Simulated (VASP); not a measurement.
Input for VASP

**INCAR**
```
LCHARG  =  .False.
LASPH  =  .True.   ! aspherical one-centre terms
IBRION  =  2
METAGGA  =  R2SCAN
SYSTEM  =  Ti
EDIFFG  =  -0.02   ! ionic stop
ISIF  =  3   ! ions, shape and volume
LMAXMIX  =  4
NELM  =  100   ! most electronic steps
ENCUT  =  500   ! plane-wave cut-off (eV)
NSW  =  40   ! most ionic steps
ALGO  =  Normal   ! blocked Davidson
PREC  =  Accurate
LREAL  =  .False.
LWAVE  =  .False.
PSTRESS  =  100   ! kbar
EDIFF  =  1E-6
ISMEAR  =  1   ! Methfessel-Paxton
SIGMA  =  0.1
LMIXTAU  =  .True.
```

File POSCAR:
```
Ti
1.0
  1.4503956309  -2.5121589813   0.0000000000
  1.4503956309   2.5121589813   0.0000000000
  0.0000000000   0.0000000000   4.5772465668
Ti
2
Direct
  0.3333330000   0.6666670000   0.2500000000
  0.6666670000   0.3333330000   0.7500000000
```

KPOINTS:
```
kpoints
0
gamma
14 14 8
```

POTCAR, in this order: Ti_sv (PBE.64 set). Program: vasp_std.

Task: Translate this r2SCAN calculation to Ansatz.

Result: One equivalent input (not run):
Ansatz 0.2 input:
```yaml
crystal:
  lattice:
    - [1.4503956, -2.5121590, 0.0000000]
    - [1.4503956, 2.5121590, 0.0000000]
    - [0.0000000, 0.0000000, 4.5772466]
  atoms:
    - { symbol: Ti, position: [0.3333330, 0.6666670, 0.2500000] }
    - { symbol: Ti, position: [0.6666670, 0.3333330, 0.7500000] }
kpoints:
  mp_grid: { grid: [14, 14, 8] }
hamiltonian:
  xc: r2scan
  pseudopotentials: { kind: paw }
scf:
  occupations: { method: methfessel_paxton, width: 0.1 }
  max_iter: 100
relax:
  max_steps: 40
  f_tol: 0.02
  cell: { p_target: 10 }
output: { forces: true, stress: true, eigenvalues: true }
```
What does not carry over: each code has its own PAW files, so the cut-off isn't converted (ENCUT is set for VASP's; basis.ecutwfc is left out, and Ansatz then takes the one that its files recommend); Ansatz stops its SCF on the density residual and VASP on the energy change (EDIFF).

The compound is Ti in the hcp structure. This run relaxes it under an external pressure of 10 GPa. Symmetry was kept, so distortions that lower it aren't found.
